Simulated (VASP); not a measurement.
Consider the following.

```
CELL_PARAMETERS angstrom
     -1.59236     1.59236     1.59236
      1.59236    -1.59236     1.59236
      1.59236     1.59236    -1.59236
ATOMIC_POSITIONS crystal
  Mo 0.00000 0.00000 0.00000
```

Level of theory: TPSS meta-GGA, VASP's PBE PAW potentials (set 64) (plane waves; VASP). Numerical set-up: 520 eV cut-off, 16×16×16 Γ-centred mesh, first-order Methfessel-Paxton smearing of 0.10 eV, potentials Mo_sv.

Give the stress tensor in GPa (positive for a compressed cell).

```
-8.10   0.00   0.00
 0.00  -8.10   0.00
 0.00   0.00  -8.10
```
The pressure is its mean diagonal, -8.10 GPa.

The compound is Mo in the bcc structure. This cell is one point of a volume scan, at 1.03 of the reference volume.
